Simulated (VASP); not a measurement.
AuZn (CsCl type): the bulk modulus from VASP (plane waves, PAW) at several levels of theory. Static lattice, third-order Birch-Murnaghan fit over five volumes. The measured value holds thermal and zero-point effects that the static calculation lacks.

```json
[
 {"level": "LDA", "bulk modulus (GPa)": "158", "error against measurement": "+20.7 %"},
 {"level": "PBE", "bulk modulus (GPa)": "116", "error against measurement": "-11.2 %"},
 {"level": "PBEsol", "bulk modulus (GPa)": "143", "error against measurement": "+9.2 %"},
 {"level": "RPBE", "bulk modulus (GPa)": "101", "error against measurement": "-22.9 %"},
 {"level": "AM05", "bulk modulus (GPa)": "142", "error against measurement": "+8.0 %"},
 {"level": "PBE-D3(BJ)", "bulk modulus (GPa)": "136", "error against measurement": "+4.1 %"},
 {"level": "PBE-D4", "bulk modulus (GPa)": "135", "error against measurement": "+2.8 %"},
 {"level": "optB88-vdW", "bulk modulus (GPa)": "115", "error against measurement": "-12.1 %"},
 {"level": "rev-vdW-DF2", "bulk modulus (GPa)": "126", "error against measurement": "-3.9 %"},
 {"level": "revTPSS", "bulk modulus (GPa)": "146", "error against measurement": "+11.6 %"},
 {"level": "SCAN", "bulk modulus (GPa)": "157", "error against measurement": "+19.5 %"},
 {"level": "r2SCAN", "bulk modulus (GPa)": "137", "error against measurement": "+4.7 %"},
 {"level": "r2SCAN+rVV10", "bulk modulus (GPa)": "144", "error against measurement": "+10.2 %"}
]
```

Measured: 131 GPa (as given by Niraj K. Nepal et al., Physical Review B (2020), arXiv:2007.11150).

The cell of the LDA run:

```
AuZn
1.0
    3.10090     0.00000     0.00000
    0.00000     3.10090     0.00000
    0.00000     0.00000     3.10090
Zn Au
1 1
Direct
  0.50000   0.50000   0.50000
  0.00000   0.00000   0.00000
```

Only levels that ran to the end are used. Left out are those held back, those with too coarse a band path, GW runs whose mesh misses a band edge, hybrids' fits of cells that aren't cubic and levels without matching references; a question may draw on a part of the rest.

The compound is AuZn in the CsCl type structure.
